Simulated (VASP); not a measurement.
All values below come from PBEsol GGA, VASP's PBE PAW potentials (set 64) (plane waves; VASP).

Input for VASP

**KPOINTS**
```
Automatic mesh
0
Gamma
14 14 8
0 0 0
```

File POSCAR:
```
Ru
1
    2.6900830377    -0.0000000000    -0.0000000000
   -1.3450415189     2.3296807033     0.0000000000
    0.0000000000    -0.0000000000     4.2422301101
Ru
2
Direct
  0.3333330000   0.6666670000   0.2500000000
  0.6666670000   0.3333330000   0.7500000000
```

**INCAR**
```
! general
SYSTEM  = Ru
PREC    = Accurate
ENCUT   = 400   ! plane-wave cut-off (eV)
LREAL   = .FALSE.
LASPH   = .TRUE.

! electronic loop
EDIFF   = 1E-6   ! SCF stop (eV)
NELM    = 100   ! most electronic steps
ALGO    = Normal
LMAXMIX = 4   ! l cut-off of mixed one-centre charges

! smearing
ISMEAR  = 1   ! Methfessel-Paxton
SIGMA   = 0.1   ! width (eV)

! functional
GGA     = PS

! ions
IBRION  = 2
NSW     = 60   ! most ionic steps
ISIF    = 3   ! ions, shape and volume
EDIFFG  = -0.01   ! ionic stop

! output
LWAVE   = .FALSE.
LCHARG  = .FALSE.
```

POTCAR, in this order: Ru_pv (PBE.64 set). Program: vasp_std.

The resulting files:

File OSZICAR:
```
       N       E                     dE             d eps       ncg     rms          rms(c)
DAV:   1     0.245273484279E+03    0.24527E+03   -0.15782E+04  4352   0.143E+03
DAV:   2    -0.162499745691E+02   -0.26152E+03   -0.25579E+03  4578   0.448E+02
DAV:   3    -0.218634809114E+02   -0.56135E+01   -0.54725E+01  4562   0.710E+01
DAV:   4    -0.219218431118E+02   -0.58362E-01   -0.58317E-01  5316   0.632E+00
DAV:   5    -0.219226474465E+02   -0.80433E-03   -0.80431E-03  4676   0.669E-01    0.203E+01
DAV:   6    -0.204548260137E+02    0.14678E+01   -0.38480E+00  4358   0.205E+01    0.517E+00
DAV:   7    -0.203466423783E+02    0.10818E+00   -0.31986E-01  4442   0.532E+00    0.108E+00
DAV:   8    -0.203360142401E+02    0.10628E-01   -0.69092E-03  4438   0.100E+00    0.302E-01
DAV:   9    -0.203353748261E+02    0.63941E-03   -0.98847E-04  5414   0.360E-01    0.407E-02
DAV:  10    -0.203353945773E+02   -0.19751E-04   -0.26312E-05  4878   0.488E-02    0.116E-02
DAV:  11    -0.203353950635E+02   -0.48624E-06   -0.22721E-06  3280   0.147E-02
   1 F= -.20335395E+02 E0= -.20334910E+02  d E =-.203354E+02
```

**OUTCAR**
```
------------------------ aborting loop because EDIFF is reached ----------------------------------------
  FORCE on cell =-STRESS in cart. coord.  units (eV):
  Direction    XX          YY          ZZ          XY          YZ          ZX
  --------------------------------------------------------------------------------------
  Total       -0.0129127     -0.0129127     -0.0145988      0.0000000      0.0000000     -0.0000000
  in kB       -0.7781649     -0.7781652     -0.8797717      0.0000000      0.0000000     -0.0000000
  external PRESSURE =      -0.8120340 kB  Pullay stress =       0.0000000 kB
  volume of cell :       26.59
      direct lattice vectors                 reciprocal lattice vectors
     2.690083038  0.000000000  0.000000000     0.371735737  0.214621686  0.000000000
    -1.345041519  2.329680703  0.000000000     0.000000000  0.429243372  0.000000000
     0.000000000  0.000000000  4.242230110     0.000000000  0.000000000  0.235725072
 POSITION                                       TOTAL-FORCE (eV/Angst)
 -----------------------------------------------------------------------------------
     -0.00000      1.55312      1.06056         0.000000     -0.000000      0.000000
      1.34504      0.77656      3.18167         0.000000      0.000000      0.000000
 -----------------------------------------------------------------------------------
    total drift:                               -0.000437      0.000238     -0.000045
  FREE ENERGIE OF THE ION-ELECTRON SYSTEM (eV)
  ---------------------------------------------------
  free  energy   TOTEN  =       -20.3353950635 eV

  energy  without entropy=      -20.3339400981  energy(sigma->0) =      -20.33491008

 reached required accuracy - stopping structural energy minimisation
```
(Selected blocks of OUTCAR.)

The structure comes from a measured Ru entry (P6_3/mmc) of the Crystallography Open Database, whose conditions weren't checked. It was relaxed first. The start is the result of an earlier pass.
